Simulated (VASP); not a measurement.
Input:

```
CELL_PARAMETERS angstrom
      3.43404     0.00000     0.00000
     -1.71702     2.97397     0.00000
      0.00000     0.00000     5.57299
ATOMIC_POSITIONS crystal
  Tl 0.66667 0.33333 0.75000
  Tl 0.33333 0.66667 0.25000
```

All values below come from PBEsol GGA, VASP's PBE PAW potentials (set 64) (plane waves; VASP). Numerical set-up: PREC = Normal, EDIFF = 1E-5, 400 eV cut-off, 14×14×8 Γ-centred mesh, first-order Methfessel-Paxton smearing of 0.10 eV, potentials Tl_d.

Unless said otherwise, spin-orbit coupling is left out, though it shifts the bands of the heavy elements here.

Predict the energy per atom (σ→0), band gap (on the k-mesh) with the smallest direct gap where there is one.

The band gap (on the k-mesh) is none (metal, semimetal or under 0.01 eV). The energy per atom (σ→0) is -2.627 eV/atom.

The absolute energy has meaning only against runs of the same code, potentials and settings.

The compound is Tl in the hcp structure. It was relaxed first.
